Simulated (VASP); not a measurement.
Write the native input for VASP 6.6.1 that does the following.

```
Task                               : band structure
Functional                         : HSE06
Potentials or basis                : VASP PAW PBE potentials, release 64 (Al, Ga_d, As)
Cutoff                             : 520 eV
k mesh                             : 2 × 2 × 2
Occupations                        : gaussian, width 0.03 eV
Spin                               : no spin polarisation
Grid for exact exchange (PRECFOCK) : Fast
Screening parameter                : 0.2 1/A
Further INCAR settings             : ALGO = Normal; EDIFF = 1e-06; NBANDS = 76
```

Crystal: AlGa3As4.

```xyz
16
Lattice="-5.6685 5.6685 0.0000 -5.6686 0.0000 5.6678 0.0000 5.6686 5.6678" Properties=species:S:1:pos:R:3 pbc="T T T"
Al   -5.6685    5.6685   11.3331
Al   -8.5028    8.5028   11.3331
Ga   -2.8358    5.6671    8.5017
Ga   -5.6671    2.8358    8.5017
Ga   -5.6700    8.5013    8.5017
Ga   -8.5013    5.6700    8.5017
Ga   -8.5028    8.5028    5.6695
Ga   -5.6685    5.6685    5.6695
As   -9.9197    7.0860    7.0851
As   -7.0854    4.2517    7.0851
As   -7.0857    7.0857    4.2510
As   -9.9200    9.9200    9.9188
As   -4.2514    4.2514    4.2510
As   -7.0857    7.0857    9.9188
As   -7.0860    9.9197    7.0851
As   -4.2517    7.0854    7.0851
```

The cell was built by a generator and needn't be a form met in nature.

One way to write it, as run:

POSCAR

```
AlGa3As4                                
1.0
   -5.6685454383      5.6685454383      0.0000000000
   -5.6685671410     -0.0000217027      5.6678114543
    0.0000217027      5.6685671410      5.6678114543
  Al              Ga              As            
     2     6     8
Direct
     0.0002247072562021    0.9997752927437978    0.9997752927437978
     0.5002247072562022    0.9997752927437978    0.9997752927437978
     0.0000010609580320    0.5002642153882946    0.9997336626956344
     0.0000010609580320    0.9997336626956344    0.5002642153882946
     0.5000010609580320    0.5002642153882946    0.9997336626956344
     0.5000010609580320    0.9997336626956344    0.5002642153882946
     0.9998517477827530    0.5001482522172470    0.5001482522172470
     0.4998517477827529    0.5001482522172470    0.5001482522172470
     0.8749727129901912    0.8749767146498875    0.3750778593697301
     0.3749727129901912    0.8749767146498875    0.3750778593697301
     0.8749902470798386    0.3750097529201613    0.3750097529201613
     0.8749857499847528    0.8750142500152472    0.8750142500152472
     0.3749902470798387    0.3750097529201613    0.3750097529201613
     0.3749857499847528    0.8750142500152472    0.8750142500152472
     0.8749727129901912    0.3750778593697301    0.8749767146498875
     0.3749727129901912    0.3750778593697301    0.8749767146498875
```

INCAR.step1

```
ALGO = Normal ; EDIFF = 1E-5
ENCUT = 520 ; GGA = PE
ISIF = 2 ; ISMEAR = 0
LASPH = T ; LCHARG = F
LREAL = F ; LUSENCCL = F
LWAVE = T ; NBANDS = 76
NELM = 80 ; PREC = Accurate
SIGMA = 0.03
```

INCAR.step2

```
ALGO = Normal ; EDIFF = 1E-6
ENCUT = 520 ; GGA = PE
HFSCREEN = 0.2 ; ISIF = 2
ISMEAR = 0 ; ISTART = 1
LASPH = T ; LCHARG = F
LHFCALC = T ; LREAL = F
LUSENCCL = F ; LWAVE = F
NBANDS = 76 ; NELM = 80
PREC = Accurate ; PRECFOCK = Fast
SIGMA = 0.03
```

KPOINTS

```
k-points
0
Gamma
  2 2 2
```

KPOINTS_OPT

```
explicit points
6
Reciprocal
 0.0000000000  0.0000000000  0.0000000000 1
 0.3750000000  0.3750000000  0.7500000000 1
 0.5000000000  0.5000000000  0.5000000000 1
 0.6250000000  0.2500000000  0.6250000000 1
 0.5000000000  0.2500000000  0.7500000000 1
 0.5000000000  0.0000000000  0.5000000000 1
```

Potentials or basis: VASP PAW PBE potentials, release 64 (Al, Ga_d, As).

Command:

```bash
$ cat potpaw_PBE.64/Al/POTCAR potpaw_PBE.64/Ga_d/POTCAR potpaw_PBE.64/As/POTCAR > POTCAR
$ cp INCAR.step1 INCAR
$ mpirun -np 1 vasp_std > vasp.out
$ cp INCAR.step2 INCAR
$ mpirun -np 1 vasp_std > vasp.out
```

It gave:

| Property | Result |
| --- | --- |
| Pressure | 0.7 GPa |
| Largest force | 0.087 eV/Å |
| Band gap on the k mesh | 1.63 eV |
| Band gap along the path | 1.63 eV |

Caveat: the k mesh is coarse (spacing up to 0.48 Å⁻¹), so the values aren't converged, least of all with exact exchange; the PAW data sets were made with another functional, which shifts forces and pressure a little.

Wall time 97 min on 1 × NVIDIA H100 80GB with 1 thread of AMD EPYC 7R13 Processor (Zen 3), with other jobs on the host, peak memory 1.5 GiB.
